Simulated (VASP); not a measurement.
## YP: single point with PBE

The system is YP, a sheet with vacuum.

```
Y P
1.0
     3.84349    0.00000    0.00000
     0.00000    3.84349    0.00000
     0.00000    0.00000   23.80976
Y P
1 1
Direct
  0.50000 0.50000 0.31499
  0.00000 0.00000 0.31500
```

The cell was built by a generator and needn't be a form met in nature.

```yaml
Program: VASP 6.6.1
Task: single point
Functional: PBE
Potentials_or_basis: VASP PAW PBE potentials, release 64 (Y_sv, P)
Cutoff: 520 eV
k_mesh: 14 × 14 × 1
Occupations: gaussian, width 0.1 eV
Spin: no spin polarisation
Dipole_correction: yes
Further_INCAR_settings: ALGO = Fast; EDIFF = 1e-07; NBANDS = 15
```

```
Band gap on the k mesh          : none (metal or under the smearing width)
Work function of the upper face : 3.23 eV
Work function of the lower face : 3.23 eV
```

Levels at points of the mesh, in eV from the Fermi level:
```csv
k point,band 5,band 6,band 7,band 8,band 9,band 10,band 11,band 12
"(0.00, 0.00, 0.00)",-9.98,-1.93,-0.34,0.00,0.00,0.48,2.22,2.56
"(0.50, 0.00, 0.00)",-8.74,-4.01,-2.23,-2.08,1.58,2.86,3.03,4.05
"(0.50, 0.50, 0.00)",-9.28,-1.83,-1.83,-0.48,0.75,0.75,2.21,4.04
```

Run time: 3.7 min on 1 thread of Intel(R) Xeon(R) 6975P-C (Granite Rapids), with other jobs on the host, peak memory 0.54 GiB.
